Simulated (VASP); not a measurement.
# Lattice of TaAs across functionals and dispersion corrections, part 2 of 3

Aim: relax TaAs at several levels and hold each cell against experiment. LASPH is on for some levels and off for others; the table marks which. The start is a computed cell from the Materials Project.

VASP 6.6.1, plane waves and PAW; the level of theory is named at each step.

Still holding for the runs below: The electron count would fill whole bands, but the bands touch or overlap. That can be a semimetal, a small gap that the functional closes or, with several bands partly filled, an ordinary metal.

So far. Step 2 (Relaxation with LDA): It ends with forces under 0.001 eV/Å and a pressure of 0.01 GPa. The conventional cell has a = 3.415 and c = 11.548 Å.

## (3) Relaxation with PBEsol

This step: PBEsol; plane waves and PAW (Ta_pv, As) (VASP 6.6.1).

PBEsol restores the gradient expansion of exchange and is tuned for the cells of solids.

File INCAR:

```
SYSTEM = TaAs
PREC = Accurate
ENCUT = 520
EDIFF = 1E-06
NELM = 100
ISMEAR = -1
SIGMA = 0.05
LREAL = .FALSE.
ALGO = Normal
GGA = PS
NBANDS = 22
LORBIT = 11
LWAVE = .FALSE.
LCHARG = .FALSE.
KPAR = 4
IBRION = 2
NSW = 60
ISIF = 3
EDIFFG = -0.01
```

File POSCAR:

```
TaAs
1.0
   -1.7218133622      1.7218133622      5.8679415361
    1.7218133622     -1.7218133622      5.8679415361
    1.7218133622      1.7218133622     -5.8679415361
Ta As
2 2
Direct
    0.4999673000      0.9999673000      0.5000000000
    0.7499673000      0.7499673000      0.0000000000
    0.0826321200      0.5826321200      0.5000000000
    0.3326321200      0.3326321200      0.0000000000
```

File KPOINTS:

```
Automatic mesh
0
Gamma
9 9 9
0 0 0
```

PAW data sets: Ta_pv and As (PBE family, release 64).

On the command line:

```bash
$ mpirun -np 4 vasp_std
```

Log:

```text
[banner, memory and clock lines left out]
running    4 mpi-ranks, on    1 nodes
 distrk:  each k-point on    1 cores,    4 groups
 distr:  one band on    1 cores,    1 groups

 POSCAR found type information on POSCAR TaAs
 POSCAR found :  2 types and       4 ions
 [... a notice as in an earlier step ...]

 LDA part: xc-table for (Slater+PW92), standard interpolation
 POSCAR, INCAR and KPOINTS ok, starting setup
 FFT: planning ... GRIDC
 FFT: planning ... GRID_SOFT
 FFT: planning ... GRID
 WAVECAR not read
 entering main loop
       N       E                     dE             d eps       ncg     rms          rms(c)
DAV:   1     0.236411853735E+03    0.23641E+03   -0.16755E+04  3308   0.141E+03
DAV:   2    -0.289930624992E+02   -0.26540E+03   -0.25520E+03  3802   0.368E+02
DAV:   3    -0.394042729078E+02   -0.10411E+02   -0.10159E+02  4284   0.646E+01
DAV:   4    -0.395794772656E+02   -0.17520E+00   -0.17419E+00  4008   0.800E+00
DAV:   5    -0.395834110504E+02   -0.39338E-02   -0.39311E-02  4258   0.945E-01    0.214E+01
DAV:   6    -0.378413232395E+02    0.17421E+01   -0.52774E+00  4008   0.139E+01    0.907E+00
DAV:   7    -0.377288221065E+02    0.11250E+00   -0.49067E-01  4678   0.443E+00    0.260E+00
DAV:   8    -0.377092930478E+02    0.19529E-01   -0.47135E-02  4142   0.101E+00    0.255E-01
DAV:   9    -0.377089307691E+02    0.36228E-03   -0.41169E-03  4194   0.338E-01    0.107E-01
DAV:  10    -0.377088670397E+02    0.63729E-04   -0.42390E-04  4042   0.167E-01    0.191E-02
DAV:  11    -0.377088657991E+02    0.12406E-05   -0.32233E-05  4466   0.305E-02    0.130E-02
DAV:  12    -0.377088625564E+02    0.32428E-05   -0.10177E-05  4064   0.216E-02    0.136E-03
DAV:  13    -0.377088625621E+02   -0.57639E-08   -0.41862E-07  2478   0.436E-03
   1 F= -.37708863E+02 E0= -.37705788E+02  d E =-.377089E+02
 curvature:   0.00 expect dE= 0.000E+00 dE for cont linesearch  0.000E+00
 trial: gam= 0.00000 g(F)=  0.846E-04 g(S)=  0.704E-01 ort = 0.000E+00 (trialstep = 0.100E+01)
 search vector abs. value=  0.705E-01
 bond charge predicted
       N       E                     dE             d eps       ncg     rms          rms(c)
DAV:   1    -0.380417973771E+02   -0.33293E+00   -0.11789E+01  3366   0.320E+01    0.531E+00
DAV:   2    -0.377445185230E+02    0.29728E+00   -0.59290E-01  3360   0.632E+00    0.198E+00
DAV:   3    -0.376786191102E+02    0.65899E-01   -0.17833E-01  3864   0.327E+00    0.515E-01
DAV:   4    -0.376756605007E+02    0.29586E-02   -0.16541E-02  4194   0.712E-01    0.189E-01
DAV:   5    -0.376755598321E+02    0.10067E-03   -0.87412E-03  3950   0.710E-01    0.274E-01
DAV:   6    -0.376752020324E+02    0.35780E-03   -0.12298E-03  3994   0.234E-01    0.654E-02
DAV:   7    -0.376751930493E+02    0.89832E-05   -0.20880E-04  4638   0.779E-02    0.118E-02
DAV:   8    -0.376751919905E+02    0.10588E-05   -0.14479E-05  4036   0.219E-02    0.459E-03
DAV:   9    -0.376751913326E+02    0.65796E-06   -0.28635E-06  3216   0.932E-03
   2 F= -.37675191E+02 E0= -.37672176E+02  d E =0.336712E-01
[...]
3 F= -.37721276E+02 E0= -.37718225E+02  d E =-.124129E-01
[...]
4 F= -.37721275E+02 E0= -.37718226E+02  d E =-.124128E-01
[...]
5 F= -.37722154E+02 E0= -.37719062E+02  d E =-.878239E-03
[...]
6 F= -.37722324E+02 E0= -.37719214E+02  d E =-.104908E-02
[...]
7 F= -.37722386E+02 E0= -.37719267E+02  d E =-.610229E-04
 trial-energy change:   -0.000061  1 .order   -0.000063   -0.000216    0.000090
 step:   0.6956(harm=  0.6956)  dis= 0.00116  next Energy=   -37.722401 (dE=-0.763E-04)
 bond charge predicted
       N       E                     dE             d eps       ncg     rms          rms(c)
DAV:   1    -0.377223898189E+02   -0.38644E-05   -0.20293E-03  3342   0.377E-01    0.228E-02
DAV:   2    -0.377223999186E+02   -0.10100E-04   -0.18243E-04  3642   0.103E-01    0.856E-03
DAV:   3    -0.377223992604E+02    0.65828E-06   -0.45467E-06  4186   0.164E-02
   8 F= -.37722399E+02 E0= -.37719283E+02  d E =-.747728E-04
 curvature:  -0.39 expect dE=-0.134E-04 dE for cont linesearch -0.526E-07
 trial: gam= 0.19930 g(F)=  0.102E-05 g(S)=  0.337E-04 ort =-0.576E-05 (trialstep = 0.928E+00)
 search vector abs. value=  0.421E-04
 reached required accuracy - stopping structural energy minimisation
```

Wall time 2.4 min (4 MPI ranks of Intel Xeon 6975P-C (Granite Rapids), shared host); peak memory 1.6 GiB.

OUTCAR, selected parts (step 3):

```text
 Found     75 irreducible k-points:

   NELECT =      32.0000    total number of electrons

 E-fermi :   6.9873

 k-point     1 :       0.0000    0.0000    0.0000
  band No.  band energies     occupation
    ...
     12       4.4841      2.00000
     13       4.5855      2.00000
     14       5.0251      2.00000
     15       5.3434      2.00000
     16       5.3434      2.00000
     17       7.8837      0.00000
     18       8.5847      0.00000
     19       9.3978      0.00000
     20      10.1399      0.00000
     21      10.1399      0.00000
    ...

 k-point     2 :       0.1111   -0.0000    0.0000
  band No.  band energies     occupation
    ...
     12       4.3562      2.00000
     13       4.7287      2.00000
     14       4.9281      2.00000
     15       5.2805      2.00000
     16       5.6156      2.00000
     17       7.6723      0.00000
     18       8.3251      0.00000
     19       9.2742      0.00000
     20       9.7322      0.00000
     21      10.2834      0.00000
    ...

  Total       -0.0305126     -0.0305126     -0.0305496      0.0000000      0.0000000      0.0000000
  in kB       -0.7151399     -0.7151399     -0.7160054      0.0000000      0.0000000      0.0000000
  external PRESSURE =      -0.7154284 kB  Pullay stress =       0.0000000 kB

  energy-cutoff  :      520.00
  volume of cell :       68.36
      direct lattice vectors                 reciprocal lattice vectors
    -1.716292505  1.716292505  5.801717639     0.000000000  0.291325633  0.086181374
     1.716292505 -1.716292505  5.801717639     0.291325633  0.000000000  0.086181374
     1.716292505  1.716292505 -5.801717639     0.291325633  0.291325633  0.000000000

 POSITION                                       TOTAL-FORCE (eV/Angst)
 -----------------------------------------------------------------------------------
     -0.00000      1.71629      0.00324        -0.000000      0.000000      0.002303
      0.00000      0.00000      8.70582         0.000000     -0.000000      0.002303
      1.71629      0.00000      0.95520         0.000000      0.000000     -0.002303
      1.71629      1.71629     -1.94566         0.000000      0.000000     -0.002303
 -----------------------------------------------------------------------------------
    total drift:                                0.000000      0.000000      0.000417

  FREE ENERGIE OF THE ION-ELECTRON SYSTEM (eV)
  ---------------------------------------------------
  free  energy   TOTEN  =       -37.7223992604 eV

  energy  without entropy=      -37.7161671719  energy(sigma->0) =      -37.71928322

 total charge
# of ion       s       p       d       tot
------------------------------------------
    1        0.280   6.167   2.419   8.865
    2        0.280   6.167   2.419   8.865
    3        1.191   1.683   0.086   2.960
    4        1.191   1.683   0.086   2.960
--------------------------------------------------
tot          2.941  15.700   5.009  23.650

[... 9 parts as in an earlier step ...]

[... 5 further parts left out ...]
```

CONTCAR:

```
TaAs
   1.00000000000000
    -1.7162925048184943    1.7162925048184943    5.8017176393068057
     1.7162925048184943   -1.7162925048184943    5.8017176393068057
     1.7162925048184943    1.7162925048184943   -5.8017176393068057
  Ta              As
     2     2
Direct
     0.5002791863408327    0.0002791863408325    0.5000000000000000
     0.7502791863408327    0.7502791863408327    0.0000000000000000
     0.0823202336591685    0.5823202336591684    0.5000000000000000
     0.3323202336591685    0.3323202336591685    1.0000000000000000
```

The PAW data sets were made with PBE, which is usual practice but a small mismatch for other functionals.

Step by step:

| step | energy less that of the first step (eV) | largest force (eV/Å) | pressure (GPa) | volume (Å³) |
| --- | --- | --- | --- | --- |
| 1 | 0.0000 | 0.0209 | -3.20 | 69.59 |
| 2 | 0.0337 | 0.0498 | 6.90 | 66.14 |
| 3 | -0.0124 | 0.0296 | 0.01 | 68.39 |
| 4 | -0.0124 | 0.0298 | 0.07 | 68.36 |
| 5 | -0.0133 | 0.0304 | 0.06 | 68.34 |
| 6 | -0.0135 | 0.0307 | 0.05 | 68.33 |
| 7 | -0.0135 | 0.0097 | -0.09 | 68.37 |
| 8 | -0.0135 | 0.0023 | -0.07 | 68.36 |

| conventional cell, symmetrised | before | after | change |
| --- | --- | --- | --- |
| a (Å) | 3.444 | 3.433 | -0.3 % |
| b (Å) | 3.444 | 3.433 | -0.3 % |
| c (Å) | 11.736 | 11.603 | -1.1 % |
| volume (Å³/atom) | 17.40 | 17.09 | -1.8 % |

The relaxed structure:

```cif
data_structure
_symmetry_space_group_name_H-M 'P 1'
_symmetry_Int_Tables_number 1
_cell_length_a 6.2890
_cell_length_b 6.2890
_cell_length_c 6.2890
_cell_angle_alpha 148.326
_cell_angle_beta 148.326
_cell_angle_gamma 45.405
_cell_volume 68.36
loop_
_atom_site_label
_atom_site_type_symbol
_atom_site_fract_x
_atom_site_fract_y
_atom_site_fract_z
_atom_site_occupancy
Ta1 Ta 0.50028 0.00028 0.50000 1
Ta2 Ta 0.75028 0.75028 0.00000 1
As3 As 0.08232 0.58232 0.50000 1
As4 As 0.33232 0.33232 0.00000 1
```

Numbers from this step:

| Property | Result |
| --- | --- |
| free energy (TOTEN) | -37.72 eV |
| energy at zero smearing | -37.72 eV |
| Fermi energy | 6.987 eV |
| pressure | -0.07154 GPa |
| SCF cycles over all ionic steps | 52 |

It ends at 17.09 Å³/atom, -1.8 % from the start, with -0.07 GPa left. The conventional cell has a = 3.433 and c = 11.603 Å.

## (4) Relaxation with PBE

This step: PBE; plane waves and PAW (Ta_pv, As) (VASP 6.6.1).

PBE, the usual starting point, adds the gradient of the density.

Changes to INCAR since step 3:

```diff
@@ -9,3 +9,3 @@
 ALGO = Normal
-GGA = PS
+GGA = PE
 NBANDS = 22
```

POSCAR is that of step 3.

KPOINTS is that of step 3.

On the command line:

```bash
$ mpirun -np 4 vasp_std
```

Log:

```text
[banner, memory and clock lines left out]
running    4 mpi-ranks, on    1 nodes
[...]
LDA part: xc-table for (Slater+PW92), standard interpolation
 POSCAR, INCAR and KPOINTS ok, starting setup
[...]
entering main loop
       N       E                     dE             d eps       ncg     rms          rms(c)
DAV:   1     0.239341676614E+03    0.23934E+03   -0.16762E+04  3308   0.141E+03
DAV:   2    -0.262145935066E+02   -0.26556E+03   -0.25531E+03  3794   0.368E+02
DAV:   3    -0.367156672447E+02   -0.10501E+02   -0.10246E+02  4284   0.649E+01
DAV:   4    -0.368948494072E+02   -0.17918E+00   -0.17813E+00  4008   0.809E+00
[...]
DAV:  11    -0.351011500026E+02    0.95675E-06   -0.36742E-05  4504   0.336E-02    0.135E-02
DAV:  12    -0.351011452196E+02    0.47830E-05   -0.12248E-05  4100   0.240E-02    0.182E-03
DAV:  13    -0.351011452643E+02   -0.44742E-07   -0.47786E-07  2514   0.484E-03
   1 F= -.35101145E+02 E0= -.35098094E+02  d E =-.351011E+02
[... from here on, the cycles between the ionic steps are left out ...]
   2 F= -.35081319E+02 E0= -.35078142E+02  d E =0.198265E-01
   3 F= -.35109516E+02 E0= -.35106418E+02  d E =-.837031E-02
   4 F= -.35109514E+02 E0= -.35106418E+02  d E =-.836892E-02
   5 F= -.35109698E+02 E0= -.35106587E+02  d E =-.183919E-03
   6 F= -.35109758E+02 E0= -.35106634E+02  d E =-.243485E-03
[...]
reached required accuracy - stopping structural energy minimisation
```

The job ended after 1.9 min (4 MPI ranks; peak memory 1.6 GiB; 7.5 min of CPU time).

Parts of OUTCAR (step 4):

```text
  Total        0.0147656      0.0147656      0.0258738      0.0000000      0.0000000      0.0000000
  in kB        0.3353923      0.3353923      0.5877090      0.0000000      0.0000000      0.0000000
  external PRESSURE =       0.4194978 kB  Pullay stress =       0.0000000 kB

 POSITION                                       TOTAL-FORCE (eV/Angst)
 -----------------------------------------------------------------------------------
     -0.00000      1.73259      0.00167         0.000000     -0.000000      0.004750
      0.00000      0.00000      8.81316        -0.000000      0.000000      0.004750
      1.73259     -0.00000      0.96876        -0.000000      0.000000     -0.004750
      0.00000      0.00000      3.90593         0.000000     -0.000000     -0.004750
 -----------------------------------------------------------------------------------
    total drift:                                0.000000      0.000000     -0.000003

  FREE ENERGIE OF THE ION-ELECTRON SYSTEM (eV)
  ---------------------------------------------------
  free  energy   TOTEN  =       -35.1097576692 eV

  energy  without entropy=      -35.1035099452  energy(sigma->0) =      -35.10663381

[... 2 parts as in an earlier step ...]

[... 2 further parts left out ...]
[key lines of the parts left out:]
E-fermi :   6.8434
```

The steps of the relaxation:

| step | energy less that of the first step (eV) | largest force (eV/Å) | pressure (GPa) | volume (Å³) |
| --- | --- | --- | --- | --- |
| 1 | 0.0000 | 0.0237 | 2.63 | 69.59 |
| 2 | 0.0198 | 0.0107 | -4.55 | 72.50 |
| 3 | -0.0084 | 0.0197 | -0.05 | 70.60 |
| 4 | -0.0084 | 0.0198 | 0.00 | 70.57 |
| 5 | -0.0086 | 0.0123 | 0.02 | 70.56 |
| 6 | -0.0086 | 0.0048 | 0.04 | 70.54 |

| conventional cell, symmetrised | before | after | change |
| --- | --- | --- | --- |
| a (Å) | 3.444 | 3.465 | +0.6 % |
| b (Å) | 3.444 | 3.465 | +0.6 % |
| c (Å) | 11.736 | 11.749 | +0.1 % |
| volume (Å³/atom) | 17.40 | 17.63 | +1.4 % |

Final coordinates:

```
Ta As
1.0
    -1.73259    1.73259    5.87433
     1.73259   -1.73259    5.87433
     1.73259    1.73259   -5.87433
Ta As
2 2
Direct
  0.50014 0.00014 0.50000
  0.75014 0.75014 0.00000
  0.08246 0.58246 0.50000
  0.33246 0.33246 0.00000
```

It ends at 17.63 Å³/atom, +1.4 % from the start, with 0.04 GPa left. The conventional cell has a = 3.465 and c = 11.749 Å.

## (5) Relaxation with r2SCAN

This step: r2SCAN; plane waves and PAW (Ta_pv, As) (VASP 6.6.1).

r2SCAN adds the kinetic-energy density, costs more than a GGA and is run with LASPH.

Changes to INCAR since step 4:

```diff
@@ -9,3 +9,4 @@
 ALGO = Normal
-GGA = PE
+METAGGA = R2SCAN
+LASPH = .TRUE.
 NBANDS = 22
```

POSCAR is that of step 4.

KPOINTS is that of step 4.

On the command line:

```bash
$ mpirun -np 4 vasp_std
```

Log:

```text
[banner, memory and clock lines left out]
running    4 mpi-ranks, on    1 nodes
[...]
[... a notice as in an earlier step ...]

 LDA part: xc-table for (None), standard interpolation
 POSCAR, INCAR and KPOINTS ok, starting setup
[...]
entering main loop
       N       E                     dE             d eps       ncg     rms          rms(c)
DAV:   1     0.148035534993E+03    0.14804E+03   -0.17359E+04  3308   0.146E+03
DAV:   2    -0.126712337396E+03   -0.27475E+03   -0.26423E+03  3796   0.381E+02
DAV:   3    -0.137556862233E+03   -0.10845E+02   -0.10576E+02  4268   0.672E+01
DAV:   4    -0.137745892809E+03   -0.18903E+00   -0.18790E+00  4008   0.845E+00
[...]
DAV:  11    -0.129079779879E+03    0.19179E-04   -0.16526E-04  4380   0.778E-02    0.127E-02
DAV:  12    -0.129079778451E+03    0.14284E-05   -0.73378E-06  3966   0.213E-02    0.857E-03
DAV:  13    -0.129079777621E+03    0.82911E-06   -0.92398E-07  2792   0.521E-03
   1 F= -.12907978E+03 E0= -.12907695E+03  d E =-.129080E+03
[...]
reached required accuracy - stopping structural energy minimisation
```

Wall time 1.9 min (4 MPI ranks); peak memory 1.6 GiB.

Parts of OUTCAR (step 5):

```text
  Total        0.0082058      0.0082058     -0.0035704      0.0000000      0.0000000      0.0000000
  in kB        0.1889364      0.1889364     -0.0822066      0.0000000      0.0000000      0.0000000
  external PRESSURE =       0.0985554 kB  Pullay stress =       0.0000000 kB

 POSITION                                       TOTAL-FORCE (eV/Angst)
 -----------------------------------------------------------------------------------
      1.72181     -0.00000      5.86756         0.000000      0.000000      0.001341
      0.00000      0.00000      8.80153        -0.000000     -0.000000      0.001341
      1.72181      0.00000      0.96976        -0.000000      0.000000     -0.001341
      0.00000      0.00000      3.90373         0.000000     -0.000000     -0.001341
 -----------------------------------------------------------------------------------
    total drift:                               -0.000001     -0.000001      0.000296

  FREE ENERGIE OF THE ION-ELECTRON SYSTEM (eV)
  ---------------------------------------------------
  free  energy   TOTEN  =      -129.0797776215 eV

  energy  without entropy=     -129.0741268107  energy(sigma->0) =     -129.07695222

[... 2 parts as in an earlier step ...]

[... 2 further parts left out ...]
[key lines of the parts left out:]
E-fermi :   6.9270
```

Little changed from the start: no atom moved by 0.005 Å and no cell edge by 0.1 %.

It ends at 17.40 Å³/atom, under 0.05 % from the start, with 0.01 GPa left. The conventional cell has a = 3.444 and c = 11.736 Å.

## (6) Relaxation with PBE + D3(BJ)

This step: PBE with D3(BJ); plane waves and PAW (Ta_pv, As) (VASP 6.6.1).

A dispersion term adds the long-range attraction that semilocal functionals lack. D3 with Becke-Johnson damping keeps a finite attraction at short range.

Changes to INCAR since step 5:

```diff
@@ -9,4 +9,4 @@
 ALGO = Normal
-METAGGA = R2SCAN
-LASPH = .TRUE.
+GGA = PE
+IVDW = 12
 NBANDS = 22
```

POSCAR is that of step 5.

KPOINTS is that of step 5.

On the command line:

```bash
$ mpirun -np 4 vasp_std
```

Log:

```text
[... set-up lines as in an earlier step ...]
 entering main loop
       N       E                     dE             d eps       ncg     rms          rms(c)
[... 13 cycles as in an earlier step ...]
   1 F= -.37507218E+02 E0= -.37504167E+02  d E =-.375072E+02
[... from here on, the cycles between the ionic steps are left out ...]
   2 F= -.37478584E+02 E0= -.37475568E+02  d E =0.286342E-01
   3 F= -.37519203E+02 E0= -.37516169E+02  d E =-.119846E-01
   4 F= -.37520582E+02 E0= -.37517500E+02  d E =-.137906E-02
   5 F= -.37520845E+02 E0= -.37517745E+02  d E =-.164178E-02
   6 F= -.37520965E+02 E0= -.37517856E+02  d E =-.120727E-03
   7 F= -.37520981E+02 E0= -.37517874E+02  d E =-.136262E-03
[...]
reached required accuracy - stopping structural energy minimisation
```

Elapsed: 2.1 min, on 4 MPI ranks; peak memory 1.7 GiB; 8.3 min of CPU time.

OUTCAR, selected parts (step 6):

```text
 Edisp (eV)   -2.45072

 Edisp (eV)   -2.45056

  Total       0.00902     0.00902     0.00500     0.00000     0.00000     0.00000
  in kB       0.21142     0.21142     0.11708     0.00000     0.00000     0.00000
  external pressure =        0.18 kB  Pullay stress =        0.00 kB

 POSITION                                       TOTAL-FORCE (eV/Angst)
 -----------------------------------------------------------------------------------
      0.00000      1.71772      0.00433         0.000000      0.000000      0.000061
      0.00000      0.00000      8.69178         0.000000      0.000000      0.000061
      1.71772     -0.00000      0.95244        -0.000000     -0.000000     -0.000061
      0.00000      0.00000      3.84825        -0.000000     -0.000000     -0.000061
 -----------------------------------------------------------------------------------
    total drift:                                0.000000      0.000000      0.000729

  FREE ENERGIE OF THE ION-ELECTRON SYSTEM (eV)
  ---------------------------------------------------
  free  energy   TOTEN  =       -37.5209808833 eV

  energy  without entropy=      -37.5147667478  energy(sigma->0) =      -37.51787382

[... 2 parts as in an earlier step ...]

[... 2 further parts left out ...]
[key lines of the parts left out:]
E-fermi :   7.1511
```

It ends at 17.09 Å³/atom, -1.8 % from the start, with 0.02 GPa left. The conventional cell has a = 3.435 and c = 11.583 Å. Against plain PBE, the dispersion term moves a by -0.9 % and c by -1.4 %.

(Part 2 of 3 ends here.)

[Lines on the potential files, build, host, timing and source positions are cut from VASP's logs without a mark.]

[Logs are printed without paths, hosts, clocks, repeated set-up lines and the standing remarks that a program may print on its own settings, such as how far it seeks lower states.]

[Hosts, paths, dates, database ids (printed as entryN), source tags and the programs' standing remarks are cut or masked in the printed files.]

[A measured line is paired with the nearest computed mode of its activity, which favours agreement.]

[In band tables of VASP the shares of atoms and orbitals are scaled to a sum of 1 inside the atoms' spheres.]
